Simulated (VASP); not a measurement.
Computed with optB88-vdW, VASP's PBE PAW potentials (set 64) (plane waves; VASP).

VASP ran on this input.

**KPOINTS**
```
k-points along high-symmetry lines
15
Line-mode
Reciprocal
  0.000000   0.000000   0.000000 ! GAMMA
  0.500000   0.000000   0.500000 ! X

  0.500000   0.000000   0.500000 ! X
  0.625000   0.250000   0.625000 ! U

  0.375000   0.375000   0.750000 ! K
  0.000000   0.000000   0.000000 ! GAMMA

  0.000000   0.000000   0.000000 ! GAMMA
  0.500000   0.500000   0.500000 ! L

  0.500000   0.500000   0.500000 ! L
  0.500000   0.250000   0.750000 ! W

  0.500000   0.250000   0.750000 ! W
  0.500000   0.000000   0.500000 ! X
```

### INCAR
```
SYSTEM = LiF
PREC = Accurate
ENCUT = 520
EDIFF = 1E-7
NELM = 100
ALGO = Normal
LREAL = .FALSE.
LASPH = .TRUE.
ISMEAR = 0
SIGMA = 0.05
GGA = BO
PARAM1 = 0.1833333333
PARAM2 = 0.22
LUSE_VDW = .TRUE.
AGGAC = 0.0
LWAVE = .FALSE.
LCHARG = .FALSE.
LORBIT = 11
ICHARG = 11
```

**POSCAR**
```
LiF
1
    0.0000000000     2.0105981985     2.0105981985
    2.0105981985     0.0000000000     2.0105981985
    2.0105981985     2.0105981985    -0.0000000000
Li F
1 1
Direct
  0.0000000000   0.0000000000   0.0000000000
  0.5000000000   0.5000000000   0.5000000000
```

POTCAR, in this order: Li_sv F (PBE.64 set). Program: vasp_std. Read from the step before: CHGCAR.

Output of the run:

### OSZICAR
```
       N       E                     dE             d eps       ncg     rms          rms(c)
DAV:   1     0.352915242794E+02    0.35292E+02   -0.56910E+03  1700   0.114E+03
DAV:   2    -0.585582174826E+01   -0.41147E+02   -0.39736E+02  1821   0.204E+02
DAV:   3    -0.685118799085E+01   -0.99537E+00   -0.99392E+00  2241   0.311E+01
DAV:   4    -0.686151723160E+01   -0.10329E-01   -0.10313E-01  2065   0.266E+00
DAV:   5    -0.686155204884E+01   -0.34817E-04   -0.34816E-04  2140   0.133E-01
DAV:   6    -0.686155230161E+01   -0.25277E-06   -0.25275E-06  2093   0.898E-03
DAV:   7    -0.686155230526E+01   -0.36497E-08   -0.36574E-08  2218   0.815E-04
   1 F= -.68615523E+01 E0= -.68615523E+01  d E =-.128934E-22
```

File OUTCAR:
```
 val. band max:       -1.2692747729   @ k =   0.0536   0.0536   0.1071

 cond. band min:       8.0332463234   @ k =   0.0000   0.0000   0.0000



 k-point     1 :       0.0000    0.0000    0.0000
  band No.  band energies     occupation
      1     -42.3881      2.00000
      2     -21.1224      2.00000
      3      -1.2703      2.00000
      4      -1.2703      2.00000
      5      -1.2703      2.00000
      6       8.0332      0.00000
      7      22.6735      0.00000
      8      22.6737      0.00000
      9      22.6864      0.00000

 k-point     2 :       0.0357    0.0000    0.0357
  band No.  band energies     occupation
      1     -42.3872      2.00000
      2     -21.1165      2.00000
      3      -1.3037      2.00000
      4      -1.2833      2.00000
      5      -1.2833      2.00000
      6       8.0801      0.00000
      7      22.0672      0.00000
      8      22.0673      0.00000
      9      22.4696      0.00000

 k-point     3 :       0.0714    0.0000    0.0714
  band No.  band energies     occupation
      1     -42.3844      2.00000
      2     -21.0957      2.00000
      3      -1.4031      2.00000
      4      -1.3217      2.00000
      5      -1.3217      2.00000
      6       8.2352      0.00000
      7      21.3813      0.00000
      8      21.3814      0.00000
      9      21.8761      0.00000

 k-point     4 :       0.1071    0.0000    0.1071
  band No.  band energies     occupation
      1     -42.3798      2.00000
      2     -21.0613      2.00000
      3      -1.5652      2.00000
      4      -1.3834      2.00000
      5      -1.3833      2.00000
      6       8.4899      0.00000
      7      20.7940      0.00000
      8      20.8051      0.00000
      9      21.2050      0.00000

 k-point     5 :       0.1429    0.0000    0.1429
  band No.  band energies     occupation
      1     -42.3739      2.00000
      2     -21.0146      2.00000
      3      -1.7847      2.00000
      4      -1.4649      2.00000
...
```

The density is held fixed in this step, so its total energy and stress have no physical meaning.

The compound is LiF in the rock salt structure. It was relaxed first.
